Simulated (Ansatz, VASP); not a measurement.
**Cross-check of TiAl3 between VASP and Ansatz**

Wanted: the spread between two codes on one cell, functional and k mesh. The cell is taken from a series of runs on this material, whose earlier steps may have relaxed, scaled, displaced or heated it; both programs get it as it stands.

Method: plane waves, with VASP 6.6.1 beside it; relaxation of cell and atoms at PBE, in Ansatz 0.2.0.

### 1. Starting point

It takes space group I4/mmm (No. 139, tetragonal). The conventional cell has a = 3.846 Å, b = 3.846 Å, c = 8.620 Å, α = 90.00°, β = 90.00°, γ = 90.00°. Nearest to Ti lie 12 Al at 2.72 to 2.89 Å. Al has 4 Ti at 2.72 Å and 8 Al at 2.89 Å nearest. Nearest to Al lie 8 Al at 2.72 to 2.89 Å and 4 Ti at 2.89 Å. Farther neighbours are not listed.

### 2. VASP: relaxation of cell and atoms, PBE

The relaxed volume is the usual yardstick between codes: in a stiff, nearly cubic crystal its relative difference is about their pressure difference at one cell divided by the bulk modulus.

Lines of VASP's logs that name or quote its potential files are left out, and so is its time.

Contents of INCAR:

```
SYSTEM = TiAl3
PREC = Accurate
ENCUT = 500
EDIFF = 1E-07
NELM = 120
ISMEAR = 1
SIGMA = 0.2
LREAL = .FALSE.
ALGO = Normal
GGA = PE
NBANDS = 16
LASPH = .TRUE.
LORBIT = 11
LWAVE = .FALSE.
LCHARG = .FALSE.
ISIF = 3
IBRION = 2
NSW = 80
EDIFFG = -0.005
GGA_COMPAT = .FALSE.
NELMIN = 4
```

Contents of POSCAR:

```
TiAl3
1.0
   -1.9227970000      1.9227970000      4.3102210000
    1.9227970000     -1.9227970000      4.3102210000
    1.9227970000      1.9227970000     -4.3102210000
Ti Al
1 3
Direct
    0.0000000000      0.0000000000      0.0000000000
    0.5000000000      0.5000000000      0.0000000000
    0.7500000000      0.2500000000      0.5000000000
    0.2500000000      0.7500000000      0.5000000000
```

Contents of KPOINTS:

```
Automatic mesh
0
Gamma
12 12 12
0 0 0
```

The projector-augmented-wave data sets are Ti_sv and Al (PBE family, release 64).

Command:

```console
$ mpirun -np 1 vasp_std
```

Numbers of over 12 decimals in the logs are rounded to 6 here.

Log:

```text
[banner, memory and clock lines left out]
running    1 mpi-ranks, on    1 nodes
 distrk:  each k-point on    1 cores,    1 groups
 distr:  one band on    1 cores,    1 groups

 POSCAR found type information on POSCAR TiAl
 POSCAR found :  2 types and       4 ions
 LDA part: xc-table for (Slater+PW92), standard interpolation
 POSCAR, INCAR and KPOINTS ok, starting setup
 FFT: planning ... GRIDC
 FFT: planning ... GRID_SOFT
 FFT: planning ... GRID
 WAVECAR not read
 entering main loop
       N       E                     dE             d eps       ncg     rms          rms(c)
DAV:   1     0.113553931222E+03    0.11355E+03   -0.90920E+03  5216   0.117E+03
DAV:   2    -0.146594075913E+02   -0.12821E+03   -0.12632E+03  5416   0.304E+02
DAV:   3    -0.225389958258E+02   -0.78796E+01   -0.77493E+01  8840   0.676E+01
DAV:   4    -0.227047998108E+02   -0.16580E+00   -0.16568E+00  5976   0.982E+00
DAV:   5    -0.227113846616E+02   -0.65849E-02   -0.65847E-02  8752   0.184E+00    0.108E+01
DAV:   6    -0.214871647500E+02    0.12242E+01   -0.29416E+01  7832   0.390E+01    0.698E+00
DAV:   7    -0.207381182659E+02    0.74905E+00   -0.96296E+00  6840   0.223E+01    0.295E+00
DAV:   8    -0.207189455300E+02    0.19173E-01   -0.15560E+00  6672   0.964E+00    0.188E+00
DAV:   9    -0.206604209525E+02    0.58525E-01   -0.50038E-01  7128   0.531E+00    0.212E-01
DAV:  10    -0.206622604875E+02   -0.18395E-02   -0.10836E-02  6448   0.750E-01    0.277E-01
DAV:  11    -0.206605241669E+02    0.17363E-02   -0.98351E-03  7632   0.656E-01    0.340E-02
DAV:  12    -0.206605279297E+02   -0.37629E-05   -0.17188E-04  6384   0.988E-02    0.266E-02
DAV:  13    -0.206605282008E+02   -0.27105E-06   -0.28055E-06  7160   0.133E-02    0.295E-02
DAV:  14    -0.206605296615E+02   -0.14607E-05   -0.61645E-05  7544   0.591E-02    0.232E-02
DAV:  15    -0.206605262537E+02    0.34078E-05   -0.14400E-05  7288   0.290E-02    0.132E-02
DAV:  16    -0.206605261897E+02    0.63992E-07   -0.39740E-07  6648   0.471E-03
   1 F= -.20660526E+02 E0= -.20660885E+02  d E =-.206605E+02
 curvature:   0.00 expect dE= 0.000E+00 dE for cont linesearch  0.000E+00
 trial: gam= 0.00000 g(F)=  0.180E-48 g(S)=  0.984E-05 ort = 0.000E+00 (trialstep = 0.100E+01)
 search vector abs. value=  0.984E-05
 bond charge predicted
       N       E                     dE             d eps       ncg     rms          rms(c)
DAV:   1    -0.206605963540E+02   -0.70100E-04   -0.14439E-03  7944   0.464E-01    0.727E-02
DAV:   2    -0.206605770776E+02    0.19276E-04   -0.13215E-03  7592   0.287E-01    0.438E-02
DAV:   3    -0.206605284832E+02    0.48594E-04   -0.35365E-04  7080   0.132E-01    0.896E-03
DAV:   4    -0.206605287106E+02   -0.22745E-06   -0.11343E-05  8048   0.273E-02    0.434E-03
DAV:   5    -0.206605301267E+02   -0.14161E-05   -0.16460E-06  7448   0.756E-03    0.260E-03
DAV:   6    -0.206605304763E+02   -0.34959E-06   -0.56692E-07  7368   0.423E-03    0.137E-03
DAV:   7    -0.206605306705E+02   -0.19417E-06   -0.11340E-07  3680   0.298E-03    0.804E-04
DAV:   8    -0.206605305918E+02    0.78637E-07   -0.22717E-08  3024   0.173E-03
   2 F= -.20660531E+02 E0= -.20660887E+02  d E =-.440214E-05
 trial-energy change:   -0.000004  1 .order   -0.000004   -0.000010    0.000003
 step:   0.8370(harm=  0.7812)  dis= 0.00000  next Energy=   -20.660531 (dE=-0.462E-05)
 reached required accuracy - stopping structural energy minimisation
```

From OUTCAR (step 2):

```text
ion  position               nearest neighbor table
   1  0.000  0.000  0.000-   2 2.72   2 2.72   2 2.72   2 2.72   4 2.89   3 2.89   4 2.89   4 2.89
                             3 2.89   3 2.89   4 2.89   3 2.89
   2  0.500  0.500  0.000-   1 2.72   1 2.72   1 2.72   1 2.72   4 2.89   3 2.89   4 2.89   3 2.89
                             4 2.89   4 2.89   3 2.89   3 2.89
   3  0.750  0.250  0.500-   4 2.72   4 2.72   4 2.72   4 2.72   2 2.89   1 2.89   2 2.89   1 2.89
                             2 2.89   2 2.89   1 2.89   1 2.89
   4  0.250  0.750  0.500-   3 2.72   3 2.72   3 2.72   3 2.72   2 2.89   1 2.89   2 2.89   2 2.89
                             1 2.89   1 2.89   2 2.89   1 2.89

  LATTYP: Found a body centered tetragonal cell.
 ALAT       =     3.8455940000
 C/A-ratio  =     2.2416412133

 Subroutine GETGRP returns: Found 16 space group operations
 (whereof 16 operations were pure point group operations)

The static configuration has the point symmetry D_4h.

 Found    163 irreducible k-points:

   k-points           NKPTS =    163   k-points in BZ     NKDIM =    163   number of bands    NBANDS=     16

   dimension x,y,z NGX =    40 NGY =   40 NGZ =   40
   dimension x,y,z NGXF=    80 NGYF=   80 NGZF=   80

   ENCUT  =  500.0 eV  36.75 Ry    6.06 a.u.   9.29  9.29  9.29*2*pi/ulx,y,z

   NELECT =      21.0000    total number of electrons

 k-points in reciprocal lattice and weights: Automatic mesh
   0.00000000  0.00000000  0.00000000       0.001
   0.08333333  0.00000000 -0.00000000       0.005
   0.16666667  0.00000000  0.00000000       0.005
   0.25000000  0.00000000 -0.00000000       0.005
   0.33333333  0.00000000  0.00000000       0.005
   0.41666667  0.00000000 -0.00000000       0.005
   0.50000000  0.00000000 -0.00000000       0.002
   0.08333333  0.08333333 -0.00000000       0.005
   0.16666667  0.08333333 -0.00000000       0.009
[...]
-0.41666667 -0.41666667  0.41666667       0.001
   0.50000000  0.50000000  0.50000000       0.001

 average (electrostatic) potential at core
       1 -72.3695       2 -71.7677       3 -71.6831       4 -71.6831

 E-fermi :   8.1698

 k-point     1 :       0.0000    0.0000    0.0000
  band No.  band energies     occupation
    ...
      6       5.3201      2.00000
      7       5.5607      2.00000
      8       6.8040      2.00000
      9       6.9660      2.00000
     10       6.9660      2.00000
     11       8.9962     -0.00000
     12       9.8917     -0.00000
     13       9.8917     -0.00000
     14      10.4134     -0.00000
     15      10.5332     -0.00000
    ...

 k-point     2 :       0.0833    0.0000   -0.0000
  band No.  band energies     occupation
    ...
      6       4.9501      2.00000
      7       5.9239      2.00000
      8       6.6059      2.00000
      9       6.8147      2.00000
     10       7.0188      2.00000
     11       8.7134     -0.00083
     12       9.6599     -0.00000
     13      10.2236     -0.00000
     14      10.2637     -0.00000
     15      10.7838     -0.00000
    ...

 k-point     3 :       0.1667    0.0000    0.0000
  band No.  band energies     occupation
    ...
      6       4.5042      2.00000
      7       5.6741      2.00000
      8       6.3800      2.00000
      9       6.8736      2.00000
     10       7.1612      2.00000
     11       8.3039      0.10171
     12       9.2914     -0.00000
     13      10.1497     -0.00000
     14      10.7106     -0.00000
     15      11.2556     -0.00000
    ...

  Total        0.0053828      0.0053828      0.0065696      0.0000000     -0.0000000      0.0000000
  in kB        0.1353676      0.1353676      0.1652132      0.0000000     -0.0000000      0.0000000
  external PRESSURE =       0.1453161 kB  Pullay stress =       0.0000000 kB

  energy-cutoff  :      500.00
  volume of cell :       63.71
      direct lattice vectors                 reciprocal lattice vectors
    -1.922329470  1.922329470  4.310129930     0.000000000  0.260101095  0.116005784
     1.922329470 -1.922329470  4.310129930     0.260101095  0.000000000  0.116005784
     1.922329470  1.922329470 -4.310129930     0.260101095  0.260101095  0.000000000

 POSITION                                       TOTAL-FORCE (eV/Angst)
 -----------------------------------------------------------------------------------
      1.92233      1.92233      4.31013        -0.000000     -0.000000     -0.000000
      1.92233      1.92233      0.00000        -0.000000     -0.000000     -0.000000
      0.00000      1.92233      2.15506        -0.000000     -0.000000     -0.000000
      1.92233      0.00000      2.15506         0.000000      0.000000      0.000000
 -----------------------------------------------------------------------------------
    total drift:                               -0.000000     -0.000000      0.000000

  FREE ENERGIE OF THE ION-ELECTRON SYSTEM (eV)
  ---------------------------------------------------
  free  energy   TOTEN  =       -20.6605305918 eV

  energy  without entropy=      -20.6615999052  energy(sigma->0) =      -20.66088703

 reached required accuracy - stopping structural energy minimisation

 total charge
# of ion       s       p       d       tot
------------------------------------------
    1        2.164   6.112   2.005  10.281
    2        0.445   0.368   0.000   0.813
    3        0.406   0.399   0.000   0.805
    4        0.406   0.399   0.000   0.805
--------------------------------------------------
tot          3.422   7.278   2.005  12.704

[... 3 further parts left out ...]
```

CONTCAR:

```
TiAl3
   1.00000000000000
    -1.9223294699307985    1.9223294699307985    4.3101299303155125
     1.9223294699307985   -1.9223294699307985    4.3101299303155125
     1.9223294699307985    1.9223294699307985   -4.3101299303155125
  Ti              Al
     1     3
Direct
     1.0000000000000000    1.0000000000000000    1.0000000000000000
     0.5000000000000000    0.5000000000000000    1.0000000000000000
     0.7500000000000000    0.2500000000000000    0.5000000000000000
     0.2500000000000000    0.7500000000000000    0.5000000000000000
```

### 3. Ansatz: relaxation of cell and atoms, PBE

Ansatz runs on its PAW soft_1 files.

The same cell, functional, mesh and smearing now go to Ansatz, which takes its cutoff from its data sets.

Contents of input.yaml:

```yaml
crystal:
  lattice:
    - [-1.9227974569, 1.9227974569, 4.3102212806]
    - [1.9227974569, -1.9227974569, 4.3102212806]
    - [1.9227974569, 1.9227974569, -4.3102212806]
  atoms:
    - { symbol: Ti, position: [0.0, 0.0, 0.0] }
    - { symbol: Al, position: [0.5, 0.5, 0.0] }
    - { symbol: Al, position: [0.75, 0.25, 0.5] }
    - { symbol: Al, position: [0.25, 0.75, 0.5] }
kpoints:
  mp_grid: { grid: [12, 12, 12] }
hamiltonian:
  xc: pbe
  pseudopotentials: { kind: paw, azcp: { folder: soft_1 } }
scf:
  occupations: { method: methfessel_paxton, width: 0.2 }
output:
  forces: true
  stress: true
  eigenvalues: true
relax:
  adjacent_minimum: "off"
  f_tol: 0.001
  max_steps: 60
  cell: { stress_tol: 0.01 }
```

Command:

```console
$ ansatz run input.yaml --threads 16 --pin off --max-ram 92160MiB --backend cuda --events-out ev --progress --plain --runs-dir out --max-vram 78GiB
```

Log:

```text
Engine: ansatz 0.2.0, aarch64-unknown-linux-gnu
Pseudopotentials: kind: paw
Pseudopotential: Ti, paw, valence charge 12, recommended cutoff 420 eV (normal), soft_1/Ti.paw.azcp
Pseudopotential: Al, paw, valence charge 3, recommended cutoff 420 eV (normal), soft_1/Al.paw.azcp
Functional definition: PBE
  parameter kappa = 0.804
  parameter beta = 0.066725
  exchange = pbe_x(kappa = kappa, mu = beta*pi^2/3)
  correlation = pbe_c(beta = beta)
[...]
Crystal: 4 atoms, lattice volume = 63.742 Å³
Basis set: ecut = 420 eV, 1299 PW (Γ), exchange–correlation on 72×72×72 points (8 copies of the dense FFT grid, shifted against one another)
Bands: 15, of which v1, the nominal top of the filled ones, is band 11 counted from 1 (10 counted from 0)
Symmetry: 16 space group operations
Space group: I4/mmm (ITA 139), of the structure as read, at distance tolerance 4.0e-5 Å
k-points: 163 of 1728
Non-local potential: Ti, projectors of the file, l = 0: 3, l = 1: 2, l = 2: 3, l = 3: 1
Non-local potential: Al, projectors of the file, l = 0: 2, l = 1: 2, l = 2: 1
PAW form: soft (Blöchl's): semilocal exchange-correlation on the pseudo side does not see the compensation charge
PAW one-centre angular grid: Ti, 590 points (default); XC on 64 Gauss nodes
PAW one-centre angular grid: Al, 110 points (default); XC on 64 Gauss nodes
Initial density: superposition of atomic densities (chi_scale 0.1, normalization cell, long waves kept (reshape's long-wave potential 0.00 eV rms))
Initial wavefunctions: pseudopotential atomic-orbital guess
[...]
Functional: x = pbe(κ = 0.804, μ = 0.219515), c = pbe(β = 0.066725)
SCF iter   1: F=—  HF=-4114.036316 eV  |F-HF|=—  |Δ(HF+E_count)|=         —  Δρ=2.88e-2  dr2=6.20e-1  ethr=3.10e-3  ⟨swp⟩=4.9  Hψ=12488  notcnv=0
preconditioner: auto → Kerker (q_TF=auto, 2.267 Å⁻¹)  [metal: Δε(μ)=0.002 eV  Ē_g=5.495 eV  σ=0.200 eV  W_gap=0.01  n_scr=10 (ndim 8)  ℏωp=16.8 eV  f_vac=0.000  D(μ)=1.70/eV (n_scr^D=10)]
SCF iter   2: F=—  HF=-4113.895938 eV  |F-HF|=—  |Δ(HF+E_count)|=   1.40e-1  S|Δr|=    0.00e0  Δρ=1.83e-2  dr2=2.77e-1  ethr=2.95e-3  ⟨swp⟩=2.0  Hψ=4330  notcnv=0
[...]
SCF iter   7: F=-4113.764503 eV  HF=-4113.764503 eV  |F-HF|=1.78e-9  |Δ(HF+E_count)|=   1.89e-8  S|Δr|=    0.00e0  Δρ=2.53e-6  dr2=3.85e-9  ethr=4.76e-10  ⟨swp⟩=4.0  Hψ=9471  notcnv=0
SCF 1 converged in 7 iterations: F = -4113.764503 eV  dr2 = 3.85e-9
  greatest PAW one-centre occupation: 0.999 electrons in one spin orbital (limit 2), on the Ti atom at site 0 (counted from 0), in its partial waves of l = 0
relax step   1: F+E_penalty+E_count = -4113.76450281 eV  Δ(F+E_penalty+E_count) = +0.000e0 eV  max|allowed force component| = 1.388e-17 eV/Å  Δτ_max = 0.0000 Å  P = -0.032 GPa  Ω = 63.742 Å³  (7 SCF iters, dr2 threshold 1.00e-7 eV, accepted)
[...]
relax step   2: F+E_penalty+E_count = -4113.76451195 eV  Δ(F+E_penalty+E_count) = -9.146e-6 eV  max|allowed force component| = 2.082e-17 eV/Å  Δτ_max = 0.0000 Å  P = +0.008 GPa  Ω = 63.718 Å³  energy of the carried Pulay correction = +5.864e-6 eV  (4 SCF iters, dr2 threshold 5.87e-9 eV, accepted)
[...]
relax step   3: F+E_penalty+E_count = -4113.76451110 eV  Δ(F+E_penalty+E_count) = +8.572e-7 eV  max|allowed force component| = 1.735e-18 eV/Å  Δτ_max = 0.0000 Å  P = +0.000 GPa  Ω = 63.723 Å³  energy of the carried Pulay correction = +4.712e-6 eV  (3 SCF iters, dr2 threshold 4.56e-10 eV, accepted)
[...]
relax step   4: F+E_penalty+E_count = -4113.76450566 eV  Δ(F+E_penalty+E_count) = +5.433e-6 eV  max|allowed force component| = 2.168e-18 eV/Å  Δτ_max = 0.0000 Å  P = +0.000 GPa  Ω = 63.723 Å³  stress off target by 5.28e-4 GPa  SCF on the basis re-selected at this cell (its energy is not comparable with the rows above)  (4 SCF iters)
basis re-selected at this cell: Δ(F+E_penalty+E_count) = +5.433e-6 eV, ΔP = -0.000 GPa vs the last step (what re-selecting the basis moved, of the pressure what is left beyond the Pulay correction that the steps carried, after the strain that the cell walked since its last selection, with what the two solves' SCF thresholds leave and, on support functions, any second-order correction that the steps lacked; it is no m [...]
SCF converged after 4 iterations
Stability not checked: this state was not tested for a lower state beside it, because cold or Methfessel-Paxton smearing, or corrected tetrahedra, fill the levels in a way that the test cannot read (fill_not_monotonic; see scf.lower_state_search)
Free energy (F): -4113.764506 eV
Harris-Foulkes:  -4113.764506 eV  (|F-HF|=0.00e0)
Internal energy: -4113.765573 eV  (E = F + TS)
E sigma→0 (E₀):  -4113.764773 eV
Entropy (-TS):   0.001068 eV (0.267 meV/atom)
Fermi energy:    9.454307 eV
Step filling:    the computed levels leave a gap of 0.0032 eV = 0.0 smearing widths at the electron count; against every level under it full and every level over it empty, smearing changes F+E_penalty+E_count by +0.038 meV and its σ→0 estimate by -0.229 meV
--- Per-component energies (eV) ---
  E_band       = -155.144969
  E_kinetic    = 349.961694
  E_local      = -1254.638412  (includes V_loc(G=0)·N_el)
  E_nonlocal   = 91.962481
  E_hartree    = 538.167740
  E_xc         = -230.231327
  E_vxc        = -234.306945  (∫ρ·V_xc dr)
  E_paw        = -2450.923211  (= ΣΔE_a)
  E_vpaw       = -184.459181  (= ΣTr[D̂ρ^β])
  E_aug_tail   = -0.000085  (compensation charges beyond the density's cutoff)
  E_ewald      = -1158.064454
  E_smearing   = 0.001068  (= −TS)
  E_closure    = 0.000000  (closes the sum)
  Σ components = -4113.764506   (vs F -4113.764506, Δ=0.00e0)
--- Forces (eV/Å), atoms counted from 1 ---
  atom   1  Ti     0.00000000     0.00000000     0.00000000
  atom   2  Al     0.00000000     0.00000000     0.00000000
  atom   3  Al     0.00000000     0.00000000     0.00000000
  atom   4  Al     0.00000000     0.00000000     0.00000000
  max |Σ_I F_I| component: 5.20e-18 eV/Å
--- Stress (GPa, compression-positive) ---
       -0.000020       0.000000       0.000000
        0.000000      -0.000020       0.000000
        0.000000       0.000000       0.000528
  P = ⅓ Tr σ = 0.0002 GPa (0.002 kbar)
--- Band table (eV; the first three rows and the last of 163) ---
  k-point 0: bands = [... 7 lower, 8.0882, 8.2525, 8.2525, 10.2811, 11.1748, 11.1748, 11.6881, 11.8203]
  k-point 1: bands = [... 7 lower, 7.8220, 7.9322, 8.2385, 9.6722, 11.3237, 11.3511, 11.4659, 12.1932]
  k-point 2: bands = [... 7 lower, 7.0359, 7.5928, 8.2163, 8.6135, 11.3267, 11.5148, 11.5655, 12.5203]
  k-point 162: bands = [... 7 lower, 8.5399, 8.5399, 9.2316, 10.1623, 10.1623, 10.3960, 12.4994, 14.0819]
--- Relaxed structure (3 steps of the walk, 3 accepted, 1 SCFs on fresh bases) ---
  F+E_penalty+E_count = -4113.76450566 eV   max|allowed force component| = 2.168e-18 eV/Å   (the final SCF, on the basis selected at the relaxed cell)
  cell:  # Å, volume = 63.7230 Å³
    - [-1.922440, 1.922440, 4.310531]
    - [1.922440, -1.922440, 4.310531]
    - [1.922440, 1.922440, -4.310531]
  atoms:
    - { symbol: Ti, position: [0, 0, 0] }
    - { symbol: Al, position: [0.5, 0.5, 0] }
    - { symbol: Al, position: [0.75, 0.250000, 0.500000] }
    - { symbol: Al, position: [0.250000, 0.75, 0.500000] }
```

### 4. Differences

Known differences besides the potentials themselves: the cutoff is 420 eV in Ansatz and 500 eV in VASP; Ansatz adds a Pulay correction to the stress that steers its cell, VASP none. Total energies have different zeros and are not compared.

The two programs side by side:

| quantity | Ansatz | VASP | difference |
| --- | --- | --- | --- |
| volume (Å³) | 63.72 | 63.71 | +0.02 % |
| edge a after relaxation, in the typed setting (Å) | 5.096 | 5.096 | +0.01 % |

### 5. What came out

| Item | Value |
| --- | --- |
| difference in volume (relaxation of cell and atoms, PBE) | 0.021 % |

What this shows: The difference in volume is 0.021 % (relaxation of cell and atoms, PBE), within the 1.2 % picked in this series as the mark of a large difference, as far as the stopping tolerances let one tell. Such differences can come from data sets, numerical settings and the points named under the comparisons, not from the functional's error against experiment.

[Lines on the potential files, build, host, timing and source positions are cut from VASP's logs without a mark.]

[Logs are printed without paths, hosts, clocks, repeated set-up lines and the standing remarks that a program may print on its own settings, such as how far it seeks lower states.]

[Hosts, paths, dates, database ids (printed as entryN), source tags and the programs' standing remarks are cut or masked in the printed files.]
